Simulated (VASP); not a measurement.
Energy against volume of PtAl$_{2}$ (fluorite). Method: vdW-DF-cx, VASP's PBE PAW potentials (set 64) (plane waves; VASP). Settings: 520 eV cut-off, 9×9×9 Γ-centred mesh, first-order Methfessel-Paxton smearing of 0.10 eV, potentials Al Pt.

```csv
V (Å³/atom),E (eV/atom)
16.163,-3.92117
16.679,-3.94392
17.195,-3.95094
17.711,-3.94461
```

Fit these four points and predict the energy of the run at 18.227 Å³/atom.

A cubic in V^(−2/3), the third-order Birch-Murnaghan form, passes through the four points with V0 = 17.19 Å³/atom and B0 = 138 GPa, and gives -3.9270 eV/atom there. The run gave -3.9269 eV/atom, +0.0 meV/atom from the fit; all five points give B0 = 138 GPa.

The compound is PtAl2 in the fluorite structure. It was relaxed first.
